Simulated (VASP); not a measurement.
OSZICAR of a VASP run on TiCo (CsCl type):

OSZICAR:
```
       N       E                     dE             d eps       ncg     rms          rms(c)
DAV:   1     0.154393989504E+03    0.15439E+03   -0.10696E+04  2352   0.194E+03
DAV:   2    -0.826645215680E+01   -0.16266E+03   -0.16014E+03  2382   0.414E+02
DAV:   3    -0.172627392393E+02   -0.89963E+01   -0.89304E+01  3660   0.107E+02
DAV:   4    -0.175195570946E+02   -0.25682E+00   -0.25502E+00  2854   0.151E+01
DAV:   5    -0.175295896193E+02   -0.10033E-01   -0.10032E-01  3426   0.279E+00    0.149E+01
DAV:   6    -0.161003322800E+02    0.14293E+01   -0.13069E+01  2574   0.565E+01    0.750E+00
DAV:   7    -0.173491909836E+02   -0.12489E+01   -0.22407E+01  3650   0.511E+01    0.184E+01
DAV:   8    -0.154762955381E+02    0.18729E+01   -0.11367E+01  3452   0.354E+01    0.187E+00
DAV:   9    -0.155100532082E+02   -0.33758E-01   -0.26464E-01  3320   0.549E+00    0.186E+00
DAV:  10    -0.154927575055E+02    0.17296E-01   -0.84185E-02  3522   0.380E+00    0.471E-01
DAV:  11    -0.154914670118E+02    0.12905E-02   -0.67580E-03  3026   0.957E-01    0.222E-01
DAV:  12    -0.154910490490E+02    0.41796E-03   -0.14927E-03  3714   0.374E-01    0.536E-02
DAV:  13    -0.154910301015E+02    0.18948E-04   -0.74703E-05  2770   0.982E-02    0.314E-02
DAV:  14    -0.154910241381E+02    0.59634E-05   -0.36377E-05  3454   0.623E-02    0.407E-03
DAV:  15    -0.154910238689E+02    0.26917E-06   -0.11961E-06  2720   0.158E-02    0.113E-03
DAV:  16    -0.154910238326E+02    0.36352E-07   -0.38342E-08  1518   0.295E-03
   1 F= -.16454404E+02 E0= -.16454125E+02  d E =-.837517E-03
```

Which electronic solver shows in the log?

It is blocked Davidson (ALGO = Normal, or the opening steps of other solvers). The INCAR had ALGO = Normal.

How was spin treated?

Without spin polarisation: there is no mag entry.

Can the final energy be trusted as converged?

Self-consistency was reached. It stopped with EDIFF = 1E-7, NELM = 100 (PBE GGA with D3 dispersion (zero damping), plane waves, VASP's PBE PAW potentials (set 64)).

The compound is TiCo in the CsCl type structure. This cell is one point of a volume scan, at 0.94 of the reference volume. The run is not spin-polarised, so no magnetic state was tried. The electron count is odd and the run is not spin-polarised, which forces a metal.
